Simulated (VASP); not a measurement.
Input:

```yaml
crystal:
  lattice:
    - [0.00000, 2.78460, 2.78460]
    - [2.78460, 0.00000, 2.78460]
    - [2.78460, 2.78460, 0.00000]
  atoms:
    - { symbol: Ca, position: [0.00000, 0.00000, 0.00000] }
    - { symbol: F, position: [0.25000, 0.25000, 0.25000] }
    - { symbol: F, position: [0.75000, 0.75000, 0.75000] }
```

All values below come from PBE GGA, VASP's PBE PAW potentials (set 64) (plane waves; VASP). Numerical set-up: 520 eV cut-off, KSPACING 0.5 per Å, Gaussian smearing of 0.050 eV, potentials Ca_sv F.

Task: Give the stress tensor in GPa (positive for a compressed cell).

Result: 
```
-2.08   0.00   0.00
 0.00  -2.08   0.00
 0.00   0.00  -2.08
```
The pressure is its mean diagonal, -2.08 GPa.

The compound is CaF2 in the fluorite structure. The cell was not relaxed at this level. The run is one of a series of settings (KGAMMA = .FALSE., KSPACING = 0.5, KPOINTS file removed against the base run), some of them coarse on purpose.
